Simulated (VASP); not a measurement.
Here is the system:

```yaml
crystal:
  lattice:
    - [1.84338, -3.19283, 0.00000]
    - [1.84338, 3.19283, 0.00000]
    - [0.00000, 0.00000, 6.45231]
  atoms:
    - { symbol: Zr, position: [0.00000, 0.00000, 0.00000] }
    - { symbol: S, position: [0.33333, 0.66667, 0.22445] }
    - { symbol: S, position: [0.66667, 0.33333, 0.77555] }
```

Method: PBE GGA, VASP's PBE PAW potentials (set 64) (plane waves; VASP). Numerical set-up: 520 eV cut-off, 6×6×3 Γ-centred mesh, Gaussian smearing of 0.050 eV, potentials Zr_sv S.

Without a dispersion term in the relaxation, distances and binding between the weakly bound layers, chains or molecules are unreliable, and so is what depends on them.

Q: Estimate the energy per atom (σ→0).

A: 
```yaml
energy per atom (σ→0): -7.144 eV/atom
```

The compound is ZrS2 in the 1T layered structure. It was relaxed first, which changed the volume by +12 %. The start is the result of an earlier pass.
